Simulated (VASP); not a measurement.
All values below come from PBEsol GGA, VASP's PBE PAW potentials (set 64) (plane waves; VASP).

VASP ran on this input.

File POSCAR:
```
SnTe
6.2850810
  0.0000000000   0.4999999751   0.4999999751
  0.4999999751   0.0000000000   0.4999999751
  0.4999999751   0.4999999751   0.0000000000
Sn Te
1 1
Cart
  0.0000000000   0.0000000000   0.0000000000
  0.4999999751   0.4999999751   0.4999999751
```

**KPOINTS**
```
Automatic mesh
0
gamma
  17 17 17
```

**INCAR**
```
ALGO = Normal
CSHIFT = 0.1
EDIFF = 1E-7
ENCUT = 400
GGA = PS
ISMEAR = 0
LASPH = T
LCHARG = F
LMAXMIX = 4
LOPTICS = T
LREAL = F
LWAVE = F
NBANDS = 42
NEDOS = 1001
NELM = 100
PREC = Accurate
SIGMA = 0.01
SYSTEM = SnTe
```

POTCAR, in this order: Sn_d Te (PBE.64 set). Program: vasp_std.

The run wrote:

### OSZICAR
```
       N       E                     dE             d eps       ncg     rms          rms(c)
DAV:   1     0.158063527823E+03    0.15806E+03   -0.57217E+03 16972   0.462E+02
DAV:   2     0.133732999701E+02   -0.14469E+03   -0.13220E+03 15036   0.211E+02
DAV:   3    -0.769680359556E+01   -0.21070E+02   -0.20776E+02 16532   0.491E+01
DAV:   4    -0.838165604427E+01   -0.68485E+00   -0.68421E+00 16804   0.926E+00
DAV:   5    -0.839319948964E+01   -0.11543E-01   -0.11542E-01 17454   0.126E+00    0.471E+00
DAV:   6    -0.834182340773E+01    0.51376E-01   -0.63603E-02 20472   0.103E+00    0.287E+00
DAV:   7    -0.833901730644E+01    0.28061E-02   -0.20721E-02 20284   0.464E-01    0.765E-01
DAV:   8    -0.833874248997E+01    0.27482E-03   -0.29498E-03 19688   0.238E-01    0.739E-02
DAV:   9    -0.833876899175E+01   -0.26502E-04   -0.14605E-04 16684   0.318E-02    0.510E-02
DAV:  10    -0.833878379928E+01   -0.14808E-04   -0.10748E-05 17930   0.119E-02    0.266E-02
DAV:  11    -0.833878368805E+01    0.11123E-06   -0.18897E-06 16668   0.520E-03    0.466E-03
DAV:  12    -0.833878366168E+01    0.26371E-07   -0.19997E-07 18332   0.216E-03
   1 F= -.83387837E+01 E0= -.83387837E+01  d E =-.349518E-38
 imaginary and real dielectric function
```

### OUTCAR
```
------------------------ aborting loop because EDIFF is reached ----------------------------------------
  FORCE on cell =-STRESS in cart. coord.  units (eV):
  Direction    XX          YY          ZZ          XY          YZ          ZX
  --------------------------------------------------------------------------------------
  Total        0.0312147      0.0312147      0.0312147      0.0000000      0.0000000      0.0000000
  in kB        0.8057443      0.8057443      0.8057443      0.0000000      0.0000000      0.0000000
  external PRESSURE =       0.8057443 kB  Pullay stress =       0.0000000 kB
  volume of cell :       62.07
      direct lattice vectors                 reciprocal lattice vectors
     0.000000000  3.142540343  3.142540343    -0.159106947  0.159106947  0.159106947
     3.142540343  0.000000000  3.142540343     0.159106947 -0.159106947  0.159106947
     3.142540343  3.142540343  0.000000000     0.159106947  0.159106947 -0.159106947
 POSITION                                       TOTAL-FORCE (eV/Angst)
 -----------------------------------------------------------------------------------
      0.00000      0.00000      0.00000        -0.000000      0.000000     -0.000000
      3.14254      3.14254      3.14254         0.000000      0.000000      0.000000
 -----------------------------------------------------------------------------------
    total drift:                               -0.000000      0.000000      0.000000
  FREE ENERGIE OF THE ION-ELECTRON SYSTEM (eV)
  ---------------------------------------------------
  free  energy   TOTEN  =        -8.3387836617 eV

  energy  without entropy=       -8.3387836617  energy(sigma->0) =       -8.33878366

 plasma frequency squared (from intraband transitions) (eV^2)
  --------------------------------------------------------------------------------------
       0.000      -0.000       0.000
      -0.000       0.000      -0.000
      -0.000       0.000       0.000

 plasma frequency squared (from interband transitions, int dw w eps(2)(w)) (eV^2)
  --------------------------------------------------------------------------------------
     305.337       0.000      -0.000      -0.000       0.000       0.000
      -0.000       0.000     305.337       0.000      -0.000      -0.000
       0.000      -0.000      -0.000       0.000     305.337       0.000
```
(Selected blocks of OUTCAR.)

The dielectric response may not be converged in the k-mesh; for small gaps it tends to come out too large.

The compound is SnTe in the rock salt structure, which distorts at low temperature. It was relaxed first.
